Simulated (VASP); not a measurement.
Here is the system:

```
CELL_PARAMETERS angstrom
      6.09082     0.27004     0.27004
      0.27004     6.09082     0.27004
      0.27004     0.27004     6.09082
ATOMIC_POSITIONS crystal
  Sn 0.04144 0.97871 0.97871
  Sn 0.20856 0.27129 0.27129
  Sn 0.47871 0.54144 0.97871
  Sn 0.77129 0.70856 0.27129
  Sn 0.47871 0.97871 0.54144
  Sn 0.77129 0.27129 0.70856
  C  0.94445 0.44445 0.44445
  C  0.30555 0.80555 0.80555
```

The numbers are results of PBEsol GGA, VASP's PBE PAW potentials (set 64) (plane waves; VASP 6.6.1), not measurements. Settings: 520 eV cut-off, 6×6×6 Γ-centred mesh, tetrahedra with Blöchl corrections, potentials Sn_d C.

The cores are frozen, which limits the accuracy of field gradients.

Problem. Give the principal components of the electric field gradient (V/Å²) and the asymmetry η at each nucleus.

Solution. 
```json
[
 {"atom": "Sn1", "Vxx": "99.8", "Vyy": "14.7", "Vzz": "-114.5", "η": "0.74"},
 {"atom": "Sn2", "Vxx": "99.8", "Vyy": "14.7", "Vzz": "-114.5", "η": "0.74"},
 {"atom": "Sn3", "Vxx": "99.8", "Vyy": "14.7", "Vzz": "-114.5", "η": "0.74"},
 {"atom": "Sn4", "Vxx": "99.8", "Vyy": "14.7", "Vzz": "-114.5", "η": "0.74"},
 {"atom": "Sn5", "Vxx": "99.8", "Vyy": "14.7", "Vzz": "-114.5", "η": "0.74"},
 {"atom": "Sn6", "Vxx": "99.8", "Vyy": "14.7", "Vzz": "-114.5", "η": "0.74"},
 {"atom": "C7", "Vxx": "-4.2", "Vyy": "-4.2", "Vzz": "8.5", "η": "0.00"},
 {"atom": "C8", "Vxx": "-4.2", "Vyy": "-4.2", "Vzz": "8.5", "η": "0.00"}
]
```

The structure was generated: Sn6C2 was put into an ordered model structure (R-3m), which need not be its known phase. It was relaxed first, which changed the volume by +18 %.
